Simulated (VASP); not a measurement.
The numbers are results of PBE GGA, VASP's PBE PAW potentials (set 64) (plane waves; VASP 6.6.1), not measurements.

VASP ran on this input.

### INCAR
```
LWAVE = .FALSE.
LORBIT = 10
MAGMOM = 0.5
LASPH = .TRUE.
LREAL = .FALSE.
LCHARG = .FALSE.
ENCUT = 400
SIGMA = 0.1   # width (eV)
GGA = PE
ISPIN = 2   # spin-polarised
LMAXMIX = 4   # l cut-off of mixed one-centre charges
SYSTEM = Fe
NELM = 100
PREC = Accurate
ALGO = Normal
ISMEAR = 1
EDIFF = 1E-6   # SCF stop (eV)
ISIF = 2   # forces and stress, cell fixed
```

File KPOINTS:
```
Automatic mesh
0
Gamma
16 16 16
0 0 0
```

**POSCAR**
```
Fe
1
   -1.4350000000     1.4350000000     1.4350000000
    1.4350000000    -1.4350000000     1.4350000000
    1.4350000000     1.4350000000    -1.4350000000
Fe
1
Direct
  0.0000000000   0.0000000000   0.0000000000
```

POTCAR, in this order: Fe (PBE.64 set). Program: vasp_std.

The run wrote:

### OSZICAR
```
       N       E                     dE             d eps       ncg     rms          rms(c)
DAV:   1     0.104579496586E+02    0.10458E+02   -0.35039E+03  4760   0.968E+02
DAV:   2    -0.907770911001E+01   -0.19536E+02   -0.19042E+02  4784   0.119E+02
DAV:   3    -0.919700813104E+01   -0.11930E+00   -0.11913E+00  6040   0.130E+01
DAV:   4    -0.919763580964E+01   -0.62768E-03   -0.62765E-03  5448   0.786E-01
DAV:   5    -0.919764195139E+01   -0.61418E-05   -0.61422E-05  5944   0.583E-02    0.108E+01
DAV:   6    -0.800806676439E+01    0.11896E+01   -0.17630E+01  4776   0.713E+01    0.711E+00
DAV:   7    -0.810172191879E+01   -0.93655E-01   -0.16592E+00  4736   0.196E+01    0.396E+00
DAV:   8    -0.822583785866E+01   -0.12412E+00   -0.30268E-01  5440   0.637E+00    0.220E+00
DAV:   9    -0.821766517046E+01    0.81727E-02   -0.11209E-01  6016   0.393E+00    0.177E+00
DAV:  10    -0.822962677987E+01   -0.11962E-01   -0.10688E-02  5600   0.134E+00    0.104E+00
DAV:  11    -0.823039829522E+01   -0.77152E-03   -0.46279E-03  5968   0.802E-01    0.313E-01
DAV:  12    -0.823115285126E+01   -0.75456E-03   -0.13389E-03  5864   0.475E-01    0.148E-01
DAV:  13    -0.823120814824E+01   -0.55297E-04   -0.27353E-04  5672   0.196E-01    0.114E-01
DAV:  14    -0.823122368023E+01   -0.15532E-04   -0.18995E-04  5184   0.175E-01    0.998E-02
DAV:  15    -0.823128553123E+01   -0.61851E-04   -0.86518E-05  5848   0.116E-01    0.114E-02
DAV:  16    -0.823128454619E+01    0.98504E-06   -0.34722E-06  2720   0.245E-02
   1 F= -.82312845E+01 E0= -.82313997E+01  d E =0.345538E-03  mag=     2.2731
```

File OUTCAR:
```
------------------------ aborting loop because EDIFF is reached ----------------------------------------
  FORCE on cell =-STRESS in cart. coord.  units (eV):
  Direction    XX          YY          ZZ          XY          YZ          ZX
  --------------------------------------------------------------------------------------
  Total       -0.5273878     -0.5273878     -0.5273878      0.0000000      0.0000000      0.0000000
  in kB      -71.4866572    -71.4866572    -71.4866572      0.0000000      0.0000000      0.0000000
  external PRESSURE =     -71.4866572 kB  Pullay stress =       0.0000000 kB
  volume of cell :       11.82
      direct lattice vectors                 reciprocal lattice vectors
    -1.435000000  1.435000000  1.435000000     0.000000000  0.348432056  0.348432056
     1.435000000 -1.435000000  1.435000000     0.348432056  0.000000000  0.348432056
     1.435000000  1.435000000 -1.435000000     0.348432056  0.348432056  0.000000000
 POSITION                                       TOTAL-FORCE (eV/Angst)
 -----------------------------------------------------------------------------------
      0.00000      0.00000      0.00000         0.000000      0.000000      0.000000
 -----------------------------------------------------------------------------------
    total drift:                               -0.000000      0.000000      0.000000
  FREE ENERGIE OF THE ION-ELECTRON SYSTEM (eV)
  ---------------------------------------------------
  free  energy   TOTEN  =        -8.2312845462 eV

  energy  without entropy=       -8.2316300840  energy(sigma->0) =       -8.23139973

 total charge

# of ion       s       p       d       tot
------------------------------------------
    1        0.470   0.507   6.211   7.188

 magnetization (x)

# of ion       s       p       d       tot
------------------------------------------
    1       -0.014  -0.055   2.348   2.279
```
(Selected blocks of OUTCAR.)

File OUTCAR:
```
 val. band max:        5.3964207856   @ k =  -0.4375   0.4375   0.3125

 cond. band min:       5.4040605353   @ k =   0.1875   0.1250   0.0625


 Fermi energy:         5.3989629239

 spin component 1

 k-point     1 :       0.0000    0.0000    0.0000
  band No.  band energies     occupation
      1      -2.7764      1.00000
      2       3.1777      1.00000
      3       3.1777      1.00000
      4       3.1777      1.00000
      5       4.3253      1.00000
      6       4.3253      1.00000
      7      30.0607      0.00000
      8      30.0607      0.00000

 k-point     2 :       0.0625    0.0000    0.0000
  band No.  band energies     occupation
      1      -2.6195      1.00000
      2       3.1361      1.00000
      3       3.1745      1.00000
      4       3.2592      1.00000
      5       4.2845      1.00000
      6       4.3286      1.00000
      7      28.9690      0.00000
      8      29.8108      0.00000

 k-point     3 :       0.1250    0.0000    0.0000
  band No.  band energies     occupation
      1      -2.1604      1.00000
      2       3.0198      1.00000
      3       3.1511      1.00000
      4       3.4975      1.00000
      5       4.1968      1.00000
      6       4.3395      1.00000
      7      26.5738      0.00000
      8      28.9324      0.00000

 k-point     4 :       0.1875    0.0000    0.0000
  band No.  band energies     occupation
      1      -1.4423      1.00000
      2       2.8492      1.00000
      3       3.0872      1.00000
      4       3.8683      1.00000
      5       4.1436      1.00000
      6       4.3595      1.00000
      7      23.7312      0.00000
      8      27.6155      0.00000

 k-point     5 :       0.2500    0.0000    0.0000
  band No.  band energies     occupation
      1      -0.5724      1.00000
      2       2.6530      1.00000
      3       3.0565      1.00000
      4       4.1734      1.00000
      5       4.3309      1.00000
...
```

The compound is Fe in the bcc structure. The cell was not relaxed at this level. The run is one of a series of settings (MAGMOM = 0.5 against the base run), some of them coarse on purpose.
